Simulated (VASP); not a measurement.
Data:

```
CsI
1.0
    4.57000     0.00000     0.00000
    0.00000     4.57000     0.00000
    0.00000     0.00000     4.57000
Cs I
1 1
Direct
  0.00000   0.00000   0.00000
  0.50000   0.50000   0.50000
```

Method: RPBE GGA, VASP's PBE PAW potentials (set 64) (plane waves; VASP 6.6.1). Run with 520 eV cut-off, 5×5×5 Γ-centred mesh, Gaussian smearing of 0.050 eV, potentials Cs_sv I.

Energy and stress use the plane-wave basis of the starting cell.

### Question
The ions, cell shape and volume are relaxed. Which structure does the run end with?

### Answer

```
CsI
1.0
    4.86647     0.00000     0.00000
    0.00000     4.86647     0.00000
    0.00000     0.00000     4.86647
Cs I
1 1
Direct
  0.00000   0.00000   0.00000
  0.50000   0.50000   0.50000
```
Space group Pm-3m (221), at a tolerance of 0.03 Å.

### Question
How do energy and volume change from the first to the last step?

### Answer
The energy (σ→0) changes by -53.7 meV/atom and the volume by +20.8 %, in 4 ionic steps.

The compound is CsI in the CsCl type structure. This run relaxes it. Symmetry was kept, so distortions that lower it aren't found.
